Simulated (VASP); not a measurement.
Computed with RPBE GGA, VASP's PBE PAW potentials (set 64) (plane waves; VASP 6.6.1).

The input files of a VASP run:

File KPOINTS:
```
Automatic mesh
0
Gamma
15 15 15
0 0 0
```

### POSCAR
```
W
1.0
 -1.5800000000   1.5800000000   1.5800000000
  1.5800000000  -1.5800000000   1.5800000000
  1.5800000000   1.5800000000  -1.5800000000
W
1
direct
  0.0000000000   0.0000000000   0.0000000000
```

### INCAR
```
# general
SYSTEM   =  W
PREC     =  Accurate
ENCUT    =  520
LREAL    =  .FALSE.   # projection in real space or not
LASPH    =  .TRUE.   # aspherical one-centre terms

# electronic loop
EDIFF    =  1E-6   # SCF stop (eV)
NELM     =  100   # most electronic steps
ALGO     =  Normal   # blocked Davidson
LMAXMIX  =  6   # l cut-off of mixed one-centre charges

# smearing
ISMEAR   =  1
SIGMA    =  0.1   # width (eV)

# functional
GGA      =  RP   # RPBE

# ions
IBRION   =  2   # conjugate gradients
NSW      =  60   # most ionic steps
ISIF     =  3
EDIFFG   =  -0.01   # ionic stop

# output
LWAVE    =  .FALSE.
LCHARG   =  .FALSE.
```

POTCAR, in this order: W_sv (PBE.64 set). Program: vasp_std.

Task: What will the output report for the number of irreducible k-points (NKPTS), largest plane-wave count, number of space-group operations, FFT grid (NGX, NGY, NGZ)?

Result: 
* **number of irreducible k-points (NKPTS)**: 120
* **largest plane-wave count**: 437
* **number of space-group operations**: 48
* **FFT grid (NGX, NGY, NGZ)**: 20 × 20 × 20

The compound is W in the bcc structure. This run relaxes it. Symmetry was kept, so distortions that lower it aren't found.
